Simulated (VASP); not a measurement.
ZnIr: single point with LDA

Crystal: ZnIr.

```
Zn Ir
1.0
     2.77718    0.00000    0.00000
    -1.38859    2.40511    0.00000
     0.00000    0.00000    4.16386
Zn Ir
1 1
Direct
  0.66667 0.33333 0.50000
  0.00000 0.00000 0.00000
```

The cell comes from a database or a generator and needn't be the stable form of this composition.

```yaml
Program: VASP 6.6.1
Task: single point
Functional: LDA
Potentials_or_basis: VASP PAW LDA potentials, release 64 (Zn, Ir)
Cutoff: 520 eV
k_mesh: 10 × 10 × 6
Occupations: fermi-dirac, width 0.05 eV
Spin: no spin polarisation
Dipole_correction: no
Further_INCAR_settings: ALGO = Normal; EDIFF = 1e-07; NBANDS = 18
```

- Pressure: -7.9 GPa
- Band gap on the k mesh: none (metal or under the smearing width)

Stress tensor (GPa, compression positive):
```
 -6.77   0.00   0.00
  0.00  -6.77   0.00
  0.00   0.00 -10.13
```

Levels at points of the mesh, in eV from the Fermi level:
```tsv
k point	band 7	band 8	band 9	band 10	band 11	band 12	band 13	band 14
(0.00, 0.00, 0.00)	-4.87	-2.50	-2.50	-0.59	0.02	0.02	5.58	15.14
(0.50, 0.00, 0.00)	-4.16	-3.69	-1.91	-0.53	1.61	3.75	7.23	7.30
(0.00, 0.00, 0.50)	-6.77	-3.20	-2.33	-2.33	-0.07	-0.07	11.93	15.02
(0.50, 0.00, 0.50)	-4.85	-1.23	-1.20	-1.12	0.81	1.62	4.52	6.38
```

It took 19 s on 1 thread of Intel(R) Xeon(R) Platinum 8375C CPU @ 2.90GHz (Ice Lake), on a shared host, peak memory 0.16 GiB.

The run has no spin-orbit coupling, so splittings on Ir are missing.
